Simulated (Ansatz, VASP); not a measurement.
## Al3NiPd2 in VASP and in Ansatz

```
CELL_PARAMETERS angstrom
4.27108 0.00000 0.00000
-2.13554 3.69886 0.00000
0.00000 0.00000 5.24303
ATOMIC_POSITIONS crystal
Al 0.66667 0.33333 0.84415
Al 0.33333 0.66667 0.15585
Al 0.00000 0.00000 0.50000
Ni 0.00000 0.00000 0.00000
Pd 0.33333 0.66667 0.66755
Pd 0.66667 0.33333 0.33245
```

Alike in both runs: task single point; functional PBE; k mesh 6 × 6 × 4; occupations gaussian, width 0.1 eV; no spin polarisation.

|  | VASP | Ansatz |
| --- | --- | --- |
| version | VASP 6.6.1 | Ansatz 0.2.0 |
| potentials or method | VASP PAW PBE potentials, release 64 (Al, Ni, Pd) | scalar-relativistic, plane waves, PAW |
| plane-wave cutoff (eV) | 520 | 420 |
| valence electrons in the cell | 39 | 63 |

VASP gave:

```
gap on the k mesh at the Fermi level (eV)       : none
pressure (GPa)                                  : 0.2
largest component of the traceless stress (GPa) : 0.52
```

Task: Which values does Ansatz return?

Result: gap on the k mesh at the Fermi level (eV): none; pressure (GPa): 0.2; largest component of the traceless stress (GPa): 0.47.

A gap of «none» marks a metal or a gap that the smearing closes. The two sets of potentials don't hold the same shells in valence.

Spin polarisation is off, so any magnetic state and its effect on volume and gap are missing.
